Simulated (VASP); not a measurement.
# La2O3: cell size against the level of theory, part 2 of 3

Which functional gives the lattice of La2O3 as experiment finds it, and is a dearer one worth its cost? The start is a computed cell from the Materials Project.

VASP 6.6.1, plane waves and PAW; the level of theory is named at each step.

So far. Step 2 (Relaxation with LDA): It ends with a largest force of 0.007 eV/Å and a pressure of 0.03 GPa. The conventional cell has a = 3.884 and c = 5.949 Å.

## (3) Relaxation with PBE

This step: PBE; plane waves and PAW (La, O) (VASP 6.6.1).

PBE, the usual starting point, adds the gradient of the density.

File INCAR:

```
SYSTEM = La2O3
PREC = Accurate
ENCUT = 560
EDIFF = 1E-06
NELM = 100
ISMEAR = -1
SIGMA = 0.05
LREAL = .FALSE.
ALGO = Normal
GGA = PE
NBANDS = 26
LASPH = .TRUE.
LORBIT = 11
LWAVE = .FALSE.
LCHARG = .FALSE.
KPAR = 4
IBRION = 2
NSW = 60
ISIF = 3
EDIFFG = -0.01
```

File POSCAR:

```
La2O3
1.0
    3.9307778780      0.0000000000      0.0000000000
   -1.9653889390      3.4041534990      0.0000000000
    0.0000000000      0.0000000000      6.1119535200
La O
2 3
Direct
    0.6666666700      0.3333333300      0.7537643200
    0.3333333300      0.6666666700      0.2462356800
    0.6666666700      0.3333333300      0.3541093500
    0.3333333300      0.6666666700      0.6458906500
    0.0000000000      0.0000000000      0.0000000000
```

File KPOINTS:

```
Automatic mesh
0
Gamma
7 7 4
0 0 0
```

The projector-augmented-wave data sets are La and O (PBE family, release 64).

Started as:

```bash
> mpirun -np 4 vasp_std
```

The log of the run:

```text
[banner, memory and clock lines left out]
running    4 mpi-ranks, on    1 nodes
 distrk:  each k-point on    1 cores,    4 groups
 distr:  one band on    1 cores,    1 groups

 POSCAR found type information on POSCAR LaO
 POSCAR found :  2 types and       5 ions
 LDA part: xc-table for (Slater+PW92), standard interpolation
 POSCAR, INCAR and KPOINTS ok, starting setup
 FFT: planning ... GRIDC
 FFT: planning ... GRID_SOFT
 FFT: planning ... GRID
 WAVECAR not read
 entering main loop
       N       E                     dE             d eps       ncg     rms          rms(c)
DAV:   1     0.489932071813E+03    0.48993E+03   -0.16353E+04  1480   0.248E+03
DAV:   2     0.912522766407E+02   -0.39868E+03   -0.38799E+03  2072   0.384E+02
DAV:   3    -0.302481510191E+02   -0.12150E+03   -0.11819E+03  2496   0.210E+02
DAV:   4    -0.463882295657E+02   -0.16140E+02   -0.16112E+02  2460   0.823E+01
DAV:   5    -0.474834458860E+02   -0.10952E+01   -0.10944E+01  2480   0.254E+01    0.149E+01
DAV:   6    -0.418395095257E+02    0.56439E+01   -0.50426E+01  2304   0.409E+01    0.755E+00
DAV:   7    -0.418234900352E+02    0.16019E-01   -0.55308E+00  2800   0.231E+01    0.348E+00
DAV:   8    -0.418181032566E+02    0.53868E-02   -0.52594E-01  2544   0.602E+00    0.126E+00
DAV:   9    -0.418166704194E+02    0.14328E-02   -0.81932E-02  2600   0.233E+00    0.378E-01
DAV:  10    -0.418191326898E+02   -0.24623E-02   -0.34754E-02  2480   0.122E+00    0.189E-01
DAV:  11    -0.418199785538E+02   -0.84586E-03   -0.10436E-02  2512   0.776E-01    0.127E-01
DAV:  12    -0.418202572983E+02   -0.27874E-03   -0.23325E-03  2288   0.348E-01    0.619E-02
DAV:  13    -0.418202740120E+02   -0.16714E-04   -0.11930E-03  2552   0.231E-01    0.225E-02
DAV:  14    -0.418202827809E+02   -0.87689E-05   -0.18703E-04  2296   0.998E-02    0.153E-02
DAV:  15    -0.418202793829E+02    0.33980E-05   -0.56190E-05  2640   0.555E-02    0.296E-03
DAV:  16    -0.418202799856E+02   -0.60270E-06   -0.63713E-06  2128   0.160E-02
   1 F= -.41820280E+02 E0= -.41820280E+02  d E =-.418203E+02
 curvature:   0.00 expect dE= 0.000E+00 dE for cont linesearch  0.000E+00
 trial: gam= 0.00000 g(F)=  0.146E-04 g(S)=  0.186E-01 ort = 0.000E+00 (trialstep = 0.100E+01)
 search vector abs. value=  0.186E-01
 bond charge predicted
       N       E                     dE             d eps       ncg     rms          rms(c)
DAV:   1    -0.419380199332E+02   -0.11774E+00   -0.36059E+00  2092   0.153E+01    0.234E+00
DAV:   2    -0.418407320905E+02    0.97288E-01   -0.52639E-01  2616   0.584E+00    0.713E-01
DAV:   3    -0.418233741362E+02    0.17358E-01   -0.59265E-02  2252   0.278E+00    0.287E-01
DAV:   4    -0.418211275289E+02    0.22466E-02   -0.17674E-02  2592   0.133E+00    0.675E-02
DAV:   5    -0.418212617009E+02   -0.13417E-03   -0.17353E-03  2544   0.343E-01    0.481E-02
DAV:   6    -0.418213181922E+02   -0.56491E-04   -0.28762E-04  2856   0.151E-01    0.307E-02
DAV:   7    -0.418213281442E+02   -0.99520E-05   -0.18327E-04  2586   0.141E-01    0.190E-02
DAV:   8    -0.418213234170E+02    0.47272E-05   -0.10793E-04  2710   0.102E-01    0.933E-03
DAV:   9    -0.418213211146E+02    0.23024E-05   -0.17002E-05  2572   0.354E-02    0.435E-03
DAV:  10    -0.418213199604E+02    0.11542E-05   -0.23656E-06  1566   0.153E-02    0.109E-03
DAV:  11    -0.418213200429E+02   -0.82528E-07   -0.87105E-07  1110   0.132E-02
   2 F= -.41821320E+02 E0= -.41821320E+02  d E =-.104006E-02
[...]
3 F= -.41825129E+02 E0= -.41825129E+02  d E =-.484888E-02
[...]
4 F= -.41826082E+02 E0= -.41826082E+02  d E =-.953155E-03
[...]
5 F= -.41826264E+02 E0= -.41826264E+02  d E =-.113546E-02
[...]
6 F= -.41826480E+02 E0= -.41826480E+02  d E =-.215242E-03
[...]
7 F= -.41826543E+02 E0= -.41826543E+02  d E =-.278750E-03
 curvature:  -1.13 expect dE=-0.640E-04 dE for cont linesearch -0.769E-07
 trial: gam= 0.26785 g(F)=  0.493E-04 g(S)=  0.723E-05 ort =-0.474E-05 (trialstep = 0.120E+01)
 search vector abs. value=  0.777E-04
 bond charge predicted
       N       E                     dE             d eps       ncg     rms          rms(c)
DAV:   1    -0.418264835421E+02    0.59653E-04   -0.22638E-02  1974   0.129E+00    0.541E-02
DAV:   2    -0.418266053284E+02   -0.12179E-03   -0.19513E-03  2352   0.489E-01    0.272E-02
DAV:   3    -0.418265940756E+02    0.11253E-04   -0.13496E-04  2710   0.113E-01    0.137E-02
DAV:   4    -0.418265889921E+02    0.50835E-05   -0.32166E-05  2886   0.495E-02    0.489E-03
DAV:   5    -0.418265885572E+02    0.43489E-06   -0.54542E-06  2194   0.150E-02
   8 F= -.41826589E+02 E0= -.41826589E+02  d E =-.454768E-04
 trial-energy change:   -0.000045  1 .order   -0.000047   -0.000066   -0.000027
 step:   2.0108(harm=  2.0108)  dis= 0.00211  next Energy=   -41.826599 (dE=-0.555E-04)
 reached required accuracy - stopping structural energy minimisation
```

Elapsed: 4 min, on 4 MPI ranks of AMD EPYC 7R43, shared host; peak memory 0.88 GiB.

Parts of OUTCAR (step 3):

```text
The static configuration has the point symmetry D_3d.

 Found     28 irreducible k-points:

   NELECT =      40.0000    total number of electrons

 E-fermi :   6.9873

 k-point     1 :       0.0000    0.0000    0.0000
  band No.  band energies     occupation
    ...
     16       3.7534      2.00000
     17       4.2110      2.00000
     18       5.4815      2.00000
     19       5.4815      2.00000
     20       5.7371      2.00000
     21      10.0978      0.00000
     22      10.4485      0.00000
     23      10.4485      0.00000
     24      10.9041      0.00000
     25      11.1368      0.00000
    ...

 k-point     2 :       0.1429    0.0000    0.0000
  band No.  band energies     occupation
    ...
     16       3.8336      2.00000
     17       4.6565      2.00000
     18       5.2086      2.00000
     19       5.4636      2.00000
     20       5.6681      2.00000
     21      10.2077      0.00000
     22      10.4508      0.00000
     23      10.5763      0.00000
     24      10.9701      0.00000
     25      11.0867      0.00000
    ...

  Total       -0.0022635     -0.0022635     -0.0169987     -0.0000000     -0.0000000      0.0000000
  in kB       -0.0436975     -0.0436975     -0.3281626     -0.0000000     -0.0000000      0.0000000
  external PRESSURE =      -0.1385192 kB  Pullay stress =       0.0000000 kB

  energy-cutoff  :      560.00
  volume of cell :       82.99
      direct lattice vectors                 reciprocal lattice vectors
     3.937181311  0.000000000 -0.000000000     0.253988811  0.146640508  0.000000000
    -1.968590656  3.409699035  0.000000000     0.000000000  0.293281017  0.000000000
     0.000000000 -0.000000000  6.182091496     0.000000000 -0.000000000  0.161757554

 POSITION                                       TOTAL-FORCE (eV/Angst)
 -----------------------------------------------------------------------------------
      1.96859      1.13657      4.65388         0.000000      0.000000     -0.008505
     -0.00000      2.27313      1.52821        -0.000000     -0.000000      0.008505
      1.96859      1.13657      2.19095        -0.000000     -0.000000      0.007945
     -0.00000      2.27313      3.99114         0.000000      0.000000     -0.007945
      0.00000      0.00000      0.00000         0.000000      0.000000      0.000000
 -----------------------------------------------------------------------------------
    total drift:                                0.000000      0.000000      0.000000

  FREE ENERGIE OF THE ION-ELECTRON SYSTEM (eV)
  ---------------------------------------------------
  free  energy   TOTEN  =       -41.8265885572 eV

  energy  without entropy=      -41.8265885572  energy(sigma->0) =      -41.82658856

 total charge
# of ion       s       p       d       f       tot
--------------------------------------------------
    1        2.018   5.696   0.634   0.239   8.588
    2        2.018   5.696   0.634   0.239   8.588
    3        1.567   3.462   0.000   0.000   5.029
    4        1.567   3.462   0.000   0.000   5.029
    5        1.554   3.374   0.000   0.000   4.928
--------------------------------------------------
tot          8.725  21.690   1.269   0.478  32.162

[... 8 parts as in an earlier step ...]

[... 5 further parts left out ...]
```

CONTCAR:

```
La2O3
   1.00000000000000
     3.9371813110228069    0.0000000000000000   -0.0000000000000000
    -1.9685906555114034    3.4096990346692713    0.0000000000000000
     0.0000000000000000   -0.0000000000000000    6.1820914964524123
  La              O
     2     3
Direct
     0.6666666699999979    0.3333333300000021    0.7528008159646180
     0.3333333300000021    0.6666666699999979    0.2471991840353820
     0.6666666699999979    0.3333333300000021    0.3544029419492193
     0.3333333300000021    0.6666666699999979    0.6455970580507805
     0.0000000000000000    0.0000000000000000    0.0000000000000000
```

Relaxation path:

```
step  energy less that of the first step (eV)  largest force (eV/Å)  pressure (GPa)  volume (Å³)
   1                                   0.0000                0.0121            1.56        81.78
   2                                  -0.0010                0.1662           -1.38        83.68
   3                                  -0.0048                0.0887           -0.04        82.78
   4                                  -0.0058                0.0191           -0.02        82.89
   5                                  -0.0060                0.0285           -0.01        82.95
   6                                  -0.0062                0.0223            0.01        82.95
   7                                  -0.0063                0.0169            0.03        82.95
   8                                  -0.0063                0.0085           -0.01        82.99
```

```
conventional cell, symmetrised  before  after  change
                         a (Å)   3.931  3.937  +0.2 %
                         b (Å)   3.931  3.937  +0.2 %
                         c (Å)   6.112  6.182  +1.1 %
              volume (Å³/atom)   16.36  16.60  +1.5 %
```

The relaxed structure:

```xyz
5
Lattice="3.9372 0.0000 0.0000 -1.9686 3.4097 0.0000 0.0000 0.0000 6.1821" Properties=species:S:1:pos:R:3 pbc="T T T"
La    1.9686    1.1366    4.6539
La    0.0000    2.2731    1.5282
O     1.9686    1.1366    2.1910
O     0.0000    2.2731    3.9911
O     0.0000    0.0000    0.0000
```

Numbers from this step:

```
free energy (TOTEN)             : -41.83 eV
Fermi energy                    : 6.987 eV
pressure                        : -0.01385 GPa
valence top at k                : 0.4286, 0, 0.5
conduction bottom at k          : 0.4286, 0, 0
SCF cycles over all ionic steps : 64
gap on the k-mesh               : 3.905 eV
least direct gap on the k-mesh  : 4.103 eV
```

It ends at 16.60 Å³/atom, +1.5 % from the start, with -0.01 GPa left. The conventional cell has a = 3.937 and c = 6.182 Å.

## (4) Relaxation with r2SCAN

This step: r2SCAN; plane waves and PAW (La, O) (VASP 6.6.1).

r2SCAN adds the kinetic-energy density, costs more than a GGA and is run with LASPH.

INCAR, as its differences from that of step 3:

```diff
@@ -9,5 +9,5 @@
 ALGO = Normal
-GGA = PE
+METAGGA = R2SCAN
+LASPH = .TRUE.
 NBANDS = 26
-LASPH = .TRUE.
 LORBIT = 11
```

POSCAR is that of step 3.

KPOINTS is that of step 3.

Started as:

```bash
> mpirun -np 4 vasp_std
```

The log of the run:

```text
[banner, memory and clock lines left out]
running    4 mpi-ranks, on    1 nodes
[...]
[... a notice as in an earlier step ...]

 LDA part: xc-table for (None), standard interpolation
 POSCAR, INCAR and KPOINTS ok, starting setup
[...]
entering main loop
       N       E                     dE             d eps       ncg     rms          rms(c)
DAV:   1     0.447453730730E+03    0.44745E+03   -0.16668E+04  1472   0.252E+03
DAV:   2     0.312489094093E+02   -0.41620E+03   -0.40572E+03  2048   0.404E+02
DAV:   3    -0.963976330007E+02   -0.12765E+03   -0.12407E+03  2524   0.218E+02
DAV:   4    -0.113804384704E+03   -0.17407E+02   -0.17378E+02  2534   0.862E+01
[...]
DAV:  15    -0.960615799526E+02    0.20649E-05   -0.77292E-05  2680   0.596E-02    0.520E-03
DAV:  16    -0.960615798999E+02    0.52690E-07   -0.13923E-05  2472   0.284E-02    0.523E-03
DAV:  17    -0.960615789635E+02    0.93644E-06   -0.24890E-06  1608   0.147E-02
   1 F= -.96061579E+02 E0= -.96061579E+02  d E =-.960616E+02
[... from here on, the cycles between the ionic steps are left out ...]
   2 F= -.96061619E+02 E0= -.96061619E+02  d E =-.396685E-04
   3 F= -.96061638E+02 E0= -.96061638E+02  d E =-.594261E-04
   4 F= -.96061667E+02 E0= -.96061667E+02  d E =-.286407E-04
 trial-energy change:   -0.000029  1 .order   -0.000029   -0.000045   -0.000012
 step:   1.2787(harm=  1.2787)  dis= 0.00107  next Energy=   -96.061669 (dE=-0.309E-04)
 reached required accuracy - stopping structural energy minimisation
```

Elapsed: 7.6 min, on 4 MPI ranks; peak memory 0.83 GiB.

Parts of OUTCAR (step 4):

```text
  Total       -0.0043859     -0.0043859      0.0037013      0.0000000      0.0000000      0.0000000
  in kB       -0.0858382     -0.0858382      0.0724394      0.0000000      0.0000000      0.0000000
  external PRESSURE =      -0.0330790 kB  Pullay stress =       0.0000000 kB

 POSITION                                       TOTAL-FORCE (eV/Angst)
 -----------------------------------------------------------------------------------
      1.96540      1.13473      4.61228         0.000000     -0.000000     -0.004277
     -0.00000      2.26945      1.50553        -0.000000      0.000000      0.004277
      1.96540      1.13473      2.16519        -0.000000     -0.000000     -0.007155
     -0.00000      2.26945      3.95262         0.000000      0.000000      0.007155
      3.93081     -0.00000      0.00000        -0.000000      0.000000     -0.000000
 -----------------------------------------------------------------------------------
    total drift:                               -0.000000      0.000000      0.000000

  FREE ENERGIE OF THE ION-ELECTRON SYSTEM (eV)
  ---------------------------------------------------
  free  energy   TOTEN  =       -96.0616670303 eV

  energy  without entropy=      -96.0616670303  energy(sigma->0) =      -96.06166703

[... 2 parts as in an earlier step ...]

[... 2 further parts left out ...]
[key lines of the parts left out:]
E-fermi :   6.8664
```

The PAW data sets were made with PBE, which is usual practice but a small mismatch for other functionals.

Little changed from the start: no atom moved by 0.005 Å and no cell edge by 0.1 %.

It ends at 16.37 Å³/atom, +0.1 % from the start, with 0.00 GPa left. The conventional cell has a = 3.931 and c = 6.118 Å.

## (5) Relaxation with PBE + D3(BJ)

This step: PBE with D3(BJ); plane waves and PAW (La, O) (VASP 6.6.1).

A dispersion term adds the long-range attraction that semilocal functionals lack. D3 with Becke-Johnson damping keeps a finite attraction at short range.

INCAR, as its differences from that of step 4:

```diff
@@ -9,5 +9,6 @@
 ALGO = Normal
-METAGGA = R2SCAN
+GGA = PE
+IVDW = 12
+NBANDS = 26
 LASPH = .TRUE.
-NBANDS = 26
 LORBIT = 11
```

POSCAR is that of step 4.

KPOINTS is that of step 4.

Started as:

```bash
> mpirun -np 4 vasp_std
```

The log of the run:

```text
[... set-up lines as in an earlier step ...]
 entering main loop
       N       E                     dE             d eps       ncg     rms          rms(c)
[... 16 cycles as in an earlier step ...]
   1 F= -.43113414E+02 E0= -.43113414E+02  d E =-.431134E+02
[...]
2 F= -.43113406E+02 E0= -.43113406E+02  d E =0.769246E-05
[...]
3 F= -.43115669E+02 E0= -.43115669E+02  d E =-.225514E-02
[...]
4 F= -.43115668E+02 E0= -.43115668E+02  d E =-.225389E-02
[...]
5 F= -.43115827E+02 E0= -.43115827E+02  d E =-.159764E-03
 trial-energy change:   -0.000160  1 .order   -0.000155   -0.000276   -0.000034
 step:   1.0108(harm=  1.0253)  dis= 0.00274  next Energy=   -43.115830 (dE=-0.162E-03)
 reached required accuracy - stopping structural energy minimisation
```

It took 1.8 min on 4 MPI ranks; peak memory 0.91 GiB.

From OUTCAR (step 5):

```text
 Edisp (eV)   -1.30366

 Edisp (eV)   -1.30432

  Total      -0.00788    -0.00788    -0.03063     0.00000     0.00000     0.00000
  in kB      -0.15573    -0.15573    -0.60515     0.00000     0.00000     0.00000
  external pressure =       -0.31 kB  Pullay stress =        0.00 kB

 POSITION                                       TOTAL-FORCE (eV/Angst)
 -----------------------------------------------------------------------------------
      1.95935      1.13123      4.59955        -0.000000     -0.000000      0.006097
     -0.00000      2.26246      1.49938         0.000000      0.000000     -0.006097
      1.95935      1.13123      2.15955         0.000000      0.000000     -0.007686
     -0.00000      2.26246      3.93937         0.000000     -0.000000      0.007686
      0.00000     -0.00000      0.00000        -0.000000     -0.000000      0.000000
 -----------------------------------------------------------------------------------
    total drift:                                0.000000      0.000000     -0.000000

  FREE ENERGIE OF THE ION-ELECTRON SYSTEM (eV)
  ---------------------------------------------------
  free  energy   TOTEN  =       -43.1158274792 eV

  energy  without entropy=      -43.1158274792  energy(sigma->0) =      -43.11582748

[... 2 parts as in an earlier step ...]

[... 2 further parts left out ...]
[key lines of the parts left out:]
E-fermi :   7.1835
```

Step by step:

```
step  energy less that of the first step (eV)  largest force (eV/Å)  pressure (GPa)  volume (Å³)
   1                                   0.0000                0.0108           -1.07        81.78
   2                                   0.0000                0.1192            1.10        80.49
   3                                  -0.0023                0.0577            0.01        81.14
   4                                  -0.0023                0.0563            0.00        81.15
   5                                  -0.0024                0.0077           -0.03        81.11
```

```
conventional cell, symmetrised  before  after  change
                         a (Å)   3.931  3.919  -0.3 %
                         b (Å)   3.931  3.919  -0.3 %
                         c (Å)   6.112  6.099  -0.2 %
              volume (Å³/atom)   16.36  16.22  -0.8 %
```

The relaxed structure:

```xyz
5
Lattice="3.9187 0.0000 0.0000 -1.9594 3.3937 0.0000 0.0000 0.0000 6.0989" Properties=species:S:1:pos:R:3 pbc="T T T"
La    1.9594    1.1312    4.5995
La    0.0000    2.2625    1.4994
O     1.9594    1.1312    2.1596
O     0.0000    2.2625    3.9394
O     0.0000    0.0000    0.0000
```

It ends at 16.22 Å³/atom, -0.8 % from the start, with -0.03 GPa left. The conventional cell has a = 3.919 and c = 6.099 Å. Against plain PBE, the dispersion term moves a by -0.5 % and c by -1.3 %.

[end of part 2 of 3]

[Lines on the potential files, build, host, timing and source positions are cut from VASP's logs without a mark.]

[Logs are printed without paths, hosts, clocks, repeated set-up lines and the standing remarks that a program may print on its own settings, such as how far it seeks lower states.]

[Hosts, paths, dates, database ids (printed as entryN), source tags and the programs' standing remarks are cut or masked in the printed files.]

[A measured line is paired with the nearest computed mode of its activity, which favours agreement.]
